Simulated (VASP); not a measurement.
Consider the following.

```xyz
2
Lattice="3.9724 0.0000 0.0000 0.0000 3.9724 0.0000 0.0000 0.0000 3.9724" Properties=species:S:1:pos:R:3 pbc="T T T"
La     0.0000     0.0000     0.0000
Tl     1.9862     1.9862     1.9862
```

Computed with PBEsol GGA, VASP's PBE PAW potentials (set 64) (plane waves; VASP 6.6.1). Run with 300 eV cut-off, 8×8×8 Γ-centred mesh, Gaussian smearing of 0.10 eV, potentials La Tl_d.

Give the energies of bands 10 to 15 at the high-symmetry points, in eV from the Fermi level.

```tsv
band	Γ	X	M	R
10	-7.92	-6.06	-6.25	-4.73
11	-0.26	-3.08	-0.45	-2.36
12	-0.26	-0.02	-0.45	-2.36
13	1.41	0.56	0.21	-2.36
14	1.41	0.56	1.46	1.71
15	1.41	1.53	1.65	1.71
```

It has no gap at this level: it comes out as a metal or semimetal.

The structure comes from a computed database's LaTl entry (Pm-3m); how it stands against other phases isn't given here. The cell was not relaxed at this level.
